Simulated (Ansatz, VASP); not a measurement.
# Hf (Hafnium) in two plane-wave programs, part 2 of 2

One calculation is typed for both programs; each brings its own data sets. How far apart do they land? The cell is taken from a series of runs on this material, whose earlier steps may have relaxed, scaled, displaced or heated it; both programs get it as it stands.

VASP 6.6.1 and Ansatz 0.2.0.

So far: The starting structure; Ansatz: zone-centre phonons, LDA; VASP: zone-centre phonons, LDA.

### 3. VASP: zone-centre phonons, LDA (continued)

Level of this step: LDA; plane waves and PAW (Hf_pv) (VASP).

Numbers of over 12 decimals in the logs are rounded to 6 here.

From OUTCAR (step 3):

```text
ion  position               nearest neighbor table
   1  0.333  0.667  0.250-   2 3.07   2 3.07   2 3.07   2 3.07   2 3.07   2 3.07
   2  0.667  0.333  0.750-   1 3.07   1 3.07   1 3.07   1 3.07   1 3.07   1 3.07

  LATTYP: Found a hexagonal cell.
 ALAT       =     3.0582003978
 C/A-ratio  =     1.6412398856

 Subroutine GETGRP returns: Found 24 space group operations
 (whereof 12 operations were pure point group operations)

The static configuration has the point symmetry D_3d.
 The point group associated with its full space group is D_6h.

 Found    135 irreducible k-points:

   k-points           NKPTS =    135   k-points in BZ     NKDIM =    135   number of bands    NBANDS=     16

   dimension x,y,z NGX =    24 NGY =   24 NGZ =   40
   dimension x,y,z NGXF=    48 NGYF=   48 NGZF=   80

   ENCUT  =  500.0 eV  36.75 Ry    6.06 a.u.   5.58  5.58  9.15*2*pi/ulx,y,z

   NELECT =      20.0000    total number of electrons

 k-points in reciprocal lattice and weights: Automatic mesh
   0.00000000  0.00000000  0.00000000       0.001
   0.06666667  0.00000000  0.00000000       0.003
   0.13333333  0.00000000  0.00000000       0.003
   0.20000000  0.00000000  0.00000000       0.003
   0.26666667  0.00000000  0.00000000       0.003
   0.33333333  0.00000000  0.00000000       0.003
   0.40000000  0.00000000  0.00000000       0.003
   0.46666667  0.00000000  0.00000000       0.003
   0.06666667  0.06666667  0.00000000       0.003
[...]
0.33333333  0.26666667  0.50000000       0.007
   0.33333333  0.33333333  0.50000000       0.001

 average (electrostatic) potential at core
       1 -36.6810       2 -36.6810

  Total        1.0875317      1.0875317     -0.0051440      0.0000000      0.0000000      0.0000000
  in kB       42.8599841     42.8599841     -0.2027270      0.0000000      0.0000000      0.0000000
  external PRESSURE =      28.5057471 kB  Pullay stress =       0.0000000 kB

  energy-cutoff  :      500.00
  volume of cell :       40.65
      direct lattice vectors                 reciprocal lattice vectors
     3.058200398  0.000000000  0.000000000     0.326989690  0.188787586  0.000000000
    -1.529100199  2.648479234  0.000000000     0.000000000  0.377575171  0.000000000
     0.000000000  0.000000000  5.019240471     0.000000000  0.000000000  0.199233331

 POSITION                                       TOTAL-FORCE (eV/Angst)
 -----------------------------------------------------------------------------------
      0.00000      1.76565      1.25481         0.000000      0.000000      0.000000
      1.52910      0.88283      3.76443        -0.000000      0.000000      0.000000
 -----------------------------------------------------------------------------------
    total drift:                               -0.000000     -0.000000      0.000000

 Eigenvectors and eigenvalues of the dynamical matrix
 ----------------------------------------------------

   1 f  =    3.468602 THz    21.793866 2PiTHz  115.700094 cm-1    14.344977 meV
             X         Y         Z           dx          dy          dz
      0.000000  1.765653  1.254810     0.000000    0.000000    0.707107
      1.529100  0.882826  3.764430    -0.000000    0.000000   -0.707107

   2 f  =    1.897525 THz    11.922502 2PiTHz   63.294627 cm-1     7.847530 meV
             X         Y         Z           dx          dy          dz
      0.000000  1.765653  1.254810     0.000000    0.707107   -0.000000
      1.529100  0.882826  3.764430     0.000000   -0.707107    0.000000

   3 f  =    1.897525 THz    11.922502 2PiTHz   63.294627 cm-1     7.847530 meV
             X         Y         Z           dx          dy          dz
      0.000000  1.765653  1.254810     0.707107   -0.000000   -0.000000
      1.529100  0.882826  3.764430    -0.707107    0.000000    0.000000

   4 f  =    0.000000 THz     0.000000 2PiTHz    0.000000 cm-1     0.000000 meV
             X         Y         Z           dx          dy          dz
      0.000000  1.765653  1.254810     0.000000    0.000000    0.707107
      1.529100  0.882826  3.764430    -0.000000    0.000000    0.707107

   5 f/i=    0.000000 THz     0.000000 2PiTHz    0.000000 cm-1     0.000000 meV
             X         Y         Z           dx          dy          dz
      0.000000  1.765653  1.254810    -0.000000   -0.707107    0.000000
      1.529100  0.882826  3.764430    -0.000000   -0.707107    0.000000

   6 f/i=    0.000000 THz     0.000000 2PiTHz    0.000001 cm-1     0.000000 meV
             X         Y         Z           dx          dy          dz
      0.000000  1.765653  1.254810    -0.707107    0.000000   -0.000000
      1.529100  0.882826  3.764430    -0.707107    0.000000    0.000000

 ELASTIC MODULI CONTR FROM IONIC RELAXATION (kBar)
 Direction    XX          YY          ZZ          XY          YZ          ZX
 --------------------------------------------------------------------------------
 XX        -153.6227    153.6227      0.0000     -0.0000      0.0000      0.0000
 YY         153.6227   -153.6227      0.0000      0.0000      0.0000      0.0000
 ZZ           0.0000      0.0000      0.0000      0.0000      0.0000      0.0000
 XY          -0.0000      0.0000      0.0000   -153.6227      0.0000      0.0000
 YZ           0.0000      0.0000      0.0000      0.0000      0.0000      0.0000
 ZX           0.0000      0.0000      0.0000      0.0000      0.0000      0.0000
 --------------------------------------------------------------------------------
```

### 4. Differences

Known differences besides the potentials themselves: the data sets hold 52 valence electrons in Ansatz (on its PAW soft_1 files) and 20 in VASP; the cutoff is 420 eV in Ansatz and 500 eV in VASP; VASP's log shows a relativistic correction to its local exchange, Ansatz's none. Total energies have different zeros and are not compared.

The two programs side by side:

```csv
quantity,Ansatz,VASP,difference
optical mode 1 to 2 (cm⁻¹),64.0,63.3,+1.11 %
optical mode 3 (cm⁻¹),115.9,115.7,+0.21 %
```

Modes are paired by rising frequency, not by their patterns, so a pair may set unlike modes beside each other; they are those without the splitting of longitudinal modes.

### 5. What came out

```yaml
r_m_s_difference_of_the_optical_zone_centre_modes_each_program_s_sorted_by_frequency_zone_centre_phonons_lda: 0.59 cm⁻¹
difference_in_optical_mode_1_to_2_zone_centre_phonons_lda: +1.1 %
```

The r.m.s. difference of the optical zone-centre modes, each program's sorted by frequency is 0.59 cm⁻¹ (zone-centre phonons, LDA). The data sets hold unlike numbers of valence electrons (52 in Ansatz and 20 in VASP), so part of the differences comes from the potentials. Among the rows given in per cent, the largest difference of the zone-centre phonons, LDA pair is in optical mode 1 to 2, +1.1 %. Such differences can come from data sets, numerical settings and the points named under the comparisons, not from the functional's error against experiment.

[Lines on the potential files, build, host, timing and source positions are cut from VASP's logs without a mark.]

[Logs are printed without paths, hosts, clocks, repeated set-up lines and the standing remarks that a program may print on its own settings, such as how far it seeks lower states.]

[Hosts, paths, dates, database ids (printed as entryN), source tags and the programs' standing remarks are cut or masked in the printed files.]
